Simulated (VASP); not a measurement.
Data:

```yaml
crystal:
  lattice:
    - [1.56702, -2.71417, 0.00000]
    - [1.56702, 2.71417, 0.00000]
    - [0.00000, 0.00000, 3.49393]
  atoms:
    - { symbol: Zr, position: [0.00000, 0.00000, 0.00000] }
    - { symbol: B, position: [0.33333, 0.66667, 0.50000] }
    - { symbol: B, position: [0.66667, 0.33333, 0.50000] }
```

Method: LDA (Ceperley-Alder, Perdew-Zunger), VASP's LDA PAW potentials (set 64) (plane waves; VASP). Run with 520 eV cut-off, Gaussian smearing of 0.050 eV, potentials Zr_sv B.

Question: Give the energies of bands 6 to 12 at the high-symmetry points, in eV from the Fermi level.

Answer: 
```tsv
band	Γ	M	K	A	L	H
6	-2.87	-8.52	-7.83	-7.18	-7.08	-8.94
7	-2.87	-4.18	-7.21	-1.15	-4.89	-5.09
8	-2.84	-3.24	-2.70	-1.15	-4.40	-2.81
9	-2.45	-2.95	-2.70	0.16	-2.03	-2.81
10	3.36	2.14	1.44	0.16	3.71	4.07
11	3.36	2.21	1.44	0.62	4.18	6.20
12	4.14	4.96	3.07	0.62	5.36	6.20
```

It has no gap at this level: it comes out as a metal or semimetal.

The compound is ZrB2 in the AlB2 type structure. It was relaxed first.
